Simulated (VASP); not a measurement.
Calculation: PBEsol GGA, VASP's PBE PAW potentials (set 64) (plane waves; VASP).

Input for VASP

**KPOINTS**
```
Automatic mesh
0
Gamma
  10 10 10
0 0 0
```

**POSCAR**
```
NiSb
1
    3.4190000000     0.0000000000     0.0000000000
    0.0000000000     3.4190000000     0.0000000000
    0.0000000000     0.0000000000     3.4190000000
Ni Sb
1 1
Direct
  0.0000000000   0.0000000000   0.0000000000
  0.5000000000   0.5000000000   0.5000000000
```

**INCAR**
```
# general
SYSTEM   =  NiSb
PREC     =  Accurate
ENCUT    =  400   # plane-wave cut-off (eV)
LREAL    =  .FALSE.
LASPH    =  .TRUE.   # aspherical one-centre terms

# electronic loop
EDIFF    =  1E-6   # SCF stop (eV)
NELM     =  100   # most electronic steps
ALGO     =  Normal   # blocked Davidson
LMAXMIX  =  4

# smearing
ISMEAR   =  1
SIGMA    =  0.1

# functional
GGA      =  PS

# spin
ISPIN    =  2   # spin-polarised
MAGMOM   =  2.0 0.0

# ions
IBRION   =  2   # conjugate gradients
NSW      =  60   # most ionic steps
ISIF     =  3
EDIFFG   =  -0.01   # ionic stop

# output
LWAVE    =  .FALSE.
LCHARG   =  .FALSE.
LORBIT   =  10
```

POTCAR, in this order: Ni Sb (PBE.64 set). Program: vasp_std.

Output

File OUTCAR:
```
 ion  position               nearest neighbor table
   1  0.000  0.000  0.000-   2 2.96   2 2.96   2 2.96   2 2.96   2 2.96   2 2.96   2 2.96   2 2.96
  LATTYP: Found a simple cubic cell.
 ALAT       =     3.4190000000
 Subroutine PRICEL returns:
 Original cell was already a primitive cell.
 Subroutine GETGRP returns: Found 48 space group operations
The static configuration has the point symmetry O_h .
The dynamic configuration has the point symmetry O_h .
The overall configuration has the point symmetry O_h .
 Subroutine INISYM returns: Found 48 space group operations
 Subroutine IBZKPT returns following result:
 Found     56 irreducible k-points:

 Following reciprocal coordinates:
            Coordinates               Weight
  0.000000  0.000000  0.000000      1.000000
  0.100000  0.000000  0.000000      6.000000
  0.200000  0.000000  0.000000      6.000000
  0.300000  0.000000  0.000000      6.000000
  0.400000  0.000000  0.000000      6.000000
  0.500000  0.000000  0.000000      3.000000
  0.100000  0.100000  0.000000     12.000000
  0.200000  0.100000  0.000000     24.000000
  0.300000  0.100000  0.000000     24.000000
  0.400000  0.100000  0.000000     24.000000
  0.500000  0.100000  0.000000     12.000000
  0.200000  0.200000  0.000000     12.000000
  0.300000  0.200000  0.000000     24.000000
  0.400000  0.200000  0.000000     24.000000
  0.500000  0.200000  0.000000     12.000000
  0.300000  0.300000  0.000000     12.000000
  0.400000  0.300000  0.000000     24.000000
  0.500000  0.300000  0.000000     12.000000
  0.400000  0.400000  0.000000     12.000000
  0.500000  0.400000  0.000000     12.000000
  0.500000  0.500000  0.000000      3.000000
  0.100000  0.100000  0.100000      8.000000
  0.200000  0.100000  0.100000     24.000000
  0.300000  0.100000  0.100000     24.000000
...
```

### OSZICAR
```
       N       E                     dE             d eps       ncg     rms          rms(c)
DAV:   1     0.524470398798E+02    0.52447E+02   -0.50488E+03  2688   0.941E+02
DAV:   2    -0.840308951663E+01   -0.60850E+02   -0.57450E+02  2796   0.200E+02
DAV:   3    -0.105963916477E+02   -0.21933E+01   -0.21156E+01  3288   0.437E+01
DAV:   4    -0.106332553960E+02   -0.36864E-01   -0.36843E-01  3016   0.561E+00
DAV:   5    -0.106341727377E+02   -0.91734E-03   -0.91732E-03  3216   0.966E-01    0.109E+01
DAV:   6    -0.159100816890E+02   -0.52759E+01   -0.51625E+01  2996   0.120E+02    0.236E+01
DAV:   7    -0.104558279154E+02    0.54543E+01   -0.11154E+01  3108   0.741E+01    0.682E+00
DAV:   8    -0.101287750136E+02    0.32705E+00   -0.17365E+00  3292   0.202E+01    0.219E+00
DAV:   9    -0.101453814362E+02   -0.16606E-01   -0.25258E-01  3400   0.537E+00    0.141E+00
DAV:  10    -0.101504347271E+02   -0.50533E-02   -0.22258E-02  3508   0.194E+00    0.480E-01
DAV:  11    -0.101512856213E+02   -0.85089E-03   -0.24166E-03  3540   0.532E-01    0.207E-01
DAV:  12    -0.101511779019E+02    0.10772E-03   -0.28031E-04  3180   0.237E-01    0.125E-01
DAV:  13    -0.101512618348E+02   -0.83933E-04   -0.11530E-04  3312   0.176E-01    0.275E-02
DAV:  14    -0.101512585690E+02    0.32658E-05   -0.19909E-05  3692   0.471E-02    0.453E-03
DAV:  15    -0.101512587178E+02   -0.14872E-06   -0.10883E-06  1696   0.129E-02
   1 F= -.10151259E+02 E0= -.10151356E+02  d E =-.101513E+02  mag=    -0.0001
       N       E                     dE             d eps       ncg     rms          rms(c)
DAV:   1    -0.350753623115E+02   -0.24924E+02   -0.20582E+02  3144   0.235E+02    0.518E+01
DAV:   2    -0.571482442145E+02   -0.22073E+02   -0.49365E+02  2696   0.460E+02    0.919E+01
DAV:   3    -0.182208815182E+02    0.38927E+02   -0.92928E+01  2896   0.134E+02    0.189E+01
DAV:   4    -0.108404581748E+02    0.73804E+01   -0.16152E+01  3136   0.925E+01    0.147E+01
DAV:   5    -0.106183181694E+02    0.22214E+00   -0.69287E+00  3528   0.380E+01    0.518E+00
DAV:   6    -0.103882706788E+02    0.23005E+00   -0.12763E+00  3428   0.190E+01    0.426E+00
DAV:   7    -0.104111007650E+02   -0.22830E-01   -0.80103E-02  3716   0.395E+00    0.524E+00
DAV:   8    -0.103960105608E+02    0.15090E-01   -0.56176E-02  2952   0.400E+00    0.115E+00
DAV:   9    -0.103894054714E+02    0.66051E-02   -0.30083E-02  3240   0.317E+00    0.779E-01
DAV:  10    -0.103893382736E+02    0.67198E-04   -0.17645E-03  3020   0.508E-01    0.345E-01
DAV:  11    -0.103893486491E+02   -0.10376E-04   -0.19810E-04  3152   0.236E-01    0.490E-02
DAV:  12    -0.103893472292E+02    0.14199E-05   -0.20358E-05  3132   0.853E-02    0.200E-02
DAV:  13    -0.103893486039E+02   -0.13747E-05   -0.33112E-06  2124   0.356E-02    0.125E-02
DAV:  14    -0.103893474345E+02    0.11695E-05   -0.32266E-06  1956   0.357E-02    0.219E-03
DAV:  15    -0.103893473507E+02    0.83777E-07   -0.12344E-07  1460   0.335E-03
   2 F= -.10389347E+02 E0= -.10389408E+02  d E =-.238089E+00  mag=     0.0000
       N       E                     dE             d eps       ncg     rms          rms(c)
DAV:   1    -0.129782696303E+02   -0.25889E+01   -0.27236E+01  2912   0.101E+02    0.140E+01
DAV:   2    -0.159576387853E+02   -0.29794E+01   -0.49514E+01  3152   0.139E+02    0.211E+01
DAV:   3    -0.107590324272E+02    0.51986E+01   -0.22953E+01  2968   0.880E+01    0.502E+00
DAV:   4    -0.105731940231E+02    0.18584E+00   -0.78367E-01  3072   0.156E+01    0.245E+00
DAV:   5    -0.105347497704E+02    0.38444E-01   -0.35455E-02  3956   0.178E+00    0.754E-01
DAV:   6    -0.105294020034E+02    0.53478E-02   -0.13365E-02  3308   0.199E+00    0.120E-01
DAV:   7    -0.105294888882E+02   -0.86885E-04   -0.69401E-04  2732   0.228E-01    0.709E-02
DAV:   8    -0.105294905133E+02   -0.16251E-05   -0.21857E-05  4032   0.565E-02    0.344E-02
DAV:   9    -0.105294880756E+02    0.24377E-05   -0.10701E-05  2812   0.553E-02    0.171E-02
DAV:  10    -0.105294876839E+02    0.39172E-06   -0.86263E-07  1432   0.130E-02
   3 F= -.10529488E+02 E0= -.10529533E+02  d E =-.378229E+00  mag=     0.0000
       N       E                     dE             d eps       ncg     rms          rms(c)
DAV:   1    -0.105336126352E+02   -0.41246E-02   -0.39391E-02  2948   0.362E+00    0.637E-01
DAV:   2    -0.105457622007E+02   -0.12150E-01   -0.13137E-01  2968   0.668E+00    0.112E+00
DAV:   3    -0.105295470027E+02    0.16215E-01   -0.63428E-02  2988   0.476E+00    0.833E-02
DAV:   4    -0.105294870347E+02    0.59968E-04   -0.70268E-04  2776   0.194E-01    0.410E-02
DAV:   5    -0.105294701348E+02    0.16900E-04   -0.62760E-05  3112   0.141E-01    0.771E-03
DAV:   6    -0.105294696021E+02    0.53267E-06   -0.34167E-06  2740   0.187E-02
   4 F= -.10529470E+02 E0= -.10529534E+02  d E =-.378211E+00  mag=    -0.0000
       N       E                     dE             d eps       ncg     rms          rms(c)
DAV:   1    -0.105330430000E+02   -0.35729E-02   -0.33748E-02  2936   0.336E+00    0.582E-01
DAV:   2    -0.105431889380E+02   -0.10146E-01   -0.11047E-01  2980   0.611E+00    0.105E+00
DAV:   3    -0.105295903091E+02    0.13599E-01   -0.54758E-02  2968   0.434E+00    0.934E-02
DAV:   4    -0.105295035887E+02    0.86720E-04   -0.54911E-04  2760   0.243E-01    0.232E-02
DAV:   5    -0.105294989936E+02    0.45950E-05   -0.19626E-05  3984   0.629E-02    0.669E-03
DAV:   6    -0.105294989423E+02    0.51364E-07   -0.17492E-06  1636   0.143E-02
   5 F= -.10529499E+02 E0= -.10529546E+02  d E =-.293401E-04  mag=     0.0000
       N       E                     dE             d eps       ncg     rms          rms(c)
DAV:   1    -0.105301250949E+02   -0.62610E-03   -0.56976E-03  2948   0.137E+00    0.242E-01
DAV:   2    -0.105318922284E+02   -0.17671E-02   -0.19030E-02  2972   0.254E+00    0.431E-01
DAV:   3    -0.105295375501E+02    0.23547E-02   -0.93066E-03  2980   0.181E+00    0.339E-02
DAV:   4    -0.105295271886E+02    0.10361E-04   -0.96165E-05  2764   0.789E-02    0.134E-02
DAV:   5    -0.105295254249E+02    0.17637E-05   -0.68917E-06  2860   0.449E-02    0.277E-03
DAV:   6    -0.105295252421E+02    0.18287E-06   -0.45280E-07  1456   0.784E-03
   6 F= -.10529525E+02 E0= -.10529579E+02  d E =-.556399E-04  mag=    -0.0000
```

### OUTCAR
```
------------------------ aborting loop because EDIFF is reached ----------------------------------------
  FORCE on cell =-STRESS in cart. coord.  units (eV):
  Direction    XX          YY          ZZ          XY          YZ          ZX
  --------------------------------------------------------------------------------------
  Total       -0.0043808     -0.0043808     -0.0043808     -0.0000000      0.0000000      0.0000000
  in kB       -0.2113727     -0.2113727     -0.2113727     -0.0000000      0.0000000      0.0000000
  external PRESSURE =      -0.2113727 kB  Pullay stress =       0.0000000 kB
  volume of cell :       33.21
      direct lattice vectors                 reciprocal lattice vectors
     3.214186963 -0.000000000 -0.000000000     0.311120670  0.000000000  0.000000000
    -0.000000000  3.214186963 -0.000000000     0.000000000  0.311120670  0.000000000
    -0.000000000 -0.000000000  3.214186963     0.000000000  0.000000000  0.311120670
 POSITION                                       TOTAL-FORCE (eV/Angst)
 -----------------------------------------------------------------------------------
      0.00000      0.00000      0.00000         0.000000     -0.000000      0.000000
      1.60709      1.60709      1.60709        -0.000000      0.000000      0.000000
 -----------------------------------------------------------------------------------
    total drift:                               -0.000000      0.000000      0.000000
  FREE ENERGIE OF THE ION-ELECTRON SYSTEM (eV)
  ---------------------------------------------------
  free  energy   TOTEN  =       -10.5295252421 eV

  energy  without entropy=      -10.5296879587  energy(sigma->0) =      -10.52957948

 total charge

# of ion       s       p       d       tot
------------------------------------------
    1        0.378   0.335   8.496   9.209
    2        1.221   1.122   0.079   2.422
--------------------------------------------------
tot          1.599   1.456   8.576  11.631

 magnetization (x)

# of ion       s       p       d       tot
------------------------------------------
    1       -0.000  -0.000  -0.000  -0.000
    2       -0.000   0.000  -0.000  -0.000
--------------------------------------------------
tot         -0.000   0.000  -0.000  -0.000

 reached required accuracy - stopping structural energy minimisation
```
(Selected blocks of OUTCAR.)

### CONTCAR
```
NiSb
   1.00000000000000
     3.2141869633791647   -0.0000000000000000   -0.0000000000000000
    -0.0000000000000000    3.2141869633791647   -0.0000000000000000
    -0.0000000000000000   -0.0000000000000000    3.2141869633791647
  Ni              Sb
     1     1
Direct
     0.0000000000000000    0.0000000000000000    0.0000000000000000
     0.5000000000000000    0.5000000000000000    0.5000000000000000
```

**OUTCAR**
```
 val. band max:       10.6080079966   @ k =   0.5000   0.3000   0.0000

 cond. band min:      10.6703921424   @ k =   0.1000   0.1000   0.0000


 Fermi energy:        10.6378099622

 spin component 1

 k-point     1 :       0.0000    0.0000    0.0000
  band No.  band energies     occupation
      1      -2.9713      1.00000
      2       8.0337      1.00000
      3       8.0337      1.00000
      4       9.1194      1.00000
      5       9.1194      1.00000
      6       9.1194      1.00000
      7      11.4504     -0.00000
      8      11.4504     -0.00000
      9      11.4504     -0.00000
     10      15.4065      0.00000
     11      17.1942      0.00000
     12      17.1942      0.00000

 k-point     2 :       0.1000    0.0000    0.0000
  band No.  band energies     occupation
      1      -2.8285      1.00000
      2       7.8451      1.00000
      3       8.0543      1.00000
      4       8.9872      1.00000
      5       8.9872      1.00000
      6       9.1198      1.00000
      7      10.4795      1.02386
      8      11.7420     -0.00000
      9      11.7420     -0.00000
     10      15.9145      0.00000
     11      17.2324      0.00000
     12      18.1918      0.00000

 k-point     3 :       0.2000    0.0000    0.0000
  band No.  band energies     occupation
      1      -2.4066      1.00000
      2       6.8216      1.00000
      3       8.1089      1.00000
      4       8.7206      1.00000
      5       8.7206      1.00000
      6       9.1208      1.00000
      7       9.5459      1.00000
      8      12.4818     -0.00000
      9      12.4818     -0.00000
     10      16.3283      0.00000
     11      17.3460      0.00000
     12      20.7554      0.00000

 k-point     4 :       0.3000    0.0000    0.0000
  band No.  band energies     occupation
      1      -1.7359      1.00000
      2       5.0906      1.00000
      3       8.1780      1.00000
      4       8.4744      1.00000
...
```

Energy and stress use the plane-wave basis of the starting cell. Unless said otherwise, spin-orbit coupling is left out, though it shifts the bands of the heavy elements here.

The structure was generated: NiSb was put into the CsCl type type (Pm-3m), which need not be its known phase. This run relaxes it. Symmetry was kept, so distortions that lower it aren't found.
